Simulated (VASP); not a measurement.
Data:

```
Mg2Si
1.0
    0.00000     3.16907     3.16907
    3.16907     0.00000     3.16907
    3.16907     3.16907     0.00000
Mg Si
2 1
Direct
  0.25000   0.25000   0.25000
  0.75000   0.75000   0.75000
  0.00000   0.00000   0.00000
```

These are rev-vdW-DF2, VASP's PBE PAW potentials (set 64) (plane waves; VASP 6.6.1) values and carry that method's errors. Run with 520 eV cut-off, Gaussian smearing of 0.050 eV, potentials Mg Si.

Problem. Give the energies of bands 2 to 7 at the high-symmetry points, in eV from the valence-band maximum.

Solution. 
```json
[
 {"band": "2", "Γ": "0.00", "X": "-4.43", "U": "-4.01", "L": "-4.76", "W": "-3.60"},
 {"band": "3", "Γ": "0.00", "X": "-1.94", "U": "-3.44", "L": "-0.70", "W": "-3.60"},
 {"band": "4", "Γ": "0.00", "X": "-1.94", "U": "-1.62", "L": "-0.70", "W": "-2.66"},
 {"band": "5", "Γ": "1.91", "X": "0.22", "U": "0.71", "L": "1.28", "W": "2.69"},
 {"band": "6", "Γ": "2.59", "X": "0.42", "U": "3.00", "L": "2.58", "W": "3.59"},
 {"band": "7", "Γ": "2.59", "X": "7.96", "U": "5.88", "L": "2.58", "W": "3.59"}
]
```

The gap is indirect, 0.22 eV, from the valence maximum at Γ to the conduction minimum at X.

Measured: gap 0.77 eV (computed value off by -0.55 eV), as given by Byungki Ryu et al., Journal of the Korean Physical Society (2019), arXiv:1905.06140.

The compound is Mg2Si in the antifluorite structure. It was relaxed first.
